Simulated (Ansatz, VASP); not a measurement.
Be3Si: VASP beside Ansatz

```
Be Si
1.0
    -1.67339    1.66177    3.33236
     1.63916   -1.67190    3.32036
     1.67196    1.67047   -3.33741
Be Si
3 1
Direct
  0.73723 0.26238 0.52116
  0.27409 0.71070 0.44186
  0.57160 0.51817 0.11074
  0.91708 0.00874 0.92625
```

Change from the starting cell: all atoms moved at random, cell strained at random.

Alike in both runs: task single point; functional PBE; k mesh 12 × 12 × 16; occupations gaussian, width 0.1 eV; no spin polarisation.

```csv
,VASP,Ansatz
version,VASP 6.6.1,Ansatz 0.2.0
potentials or method,"VASP PAW PBE potentials, release 64 (Be, Si)","scalar-relativistic, plane waves, PAW"
plane-wave cutoff (eV),520,420
valence electrons in the cell,10,10
```

Ansatz gave:

- gap on the k mesh at the Fermi level (eV): none
- pressure (GPa): 23.9
- largest component of the traceless stress (GPa): 8.39
- rms of the force components (eV/Å): 1.805

Problem. Which values does VASP return?

Solution. gap on the k mesh at the Fermi level (eV): none; pressure (GPa): 24.0; largest component of the traceless stress (GPa): 8.40; rms of the force components (eV/Å): 1.811.

Atom by atom the forces differ by 0.006 eV/Å (rms over components). A gap of «none» marks a metal or a gap that the smearing closes.

Caveats: so large a pressure means that the cell lies far from this level's equilibrium, or that cutoff or potentials fall short (VASP); forces of over 1 eV/Å show positions far from the minimum, so gaps and moduli don't describe the material at rest.
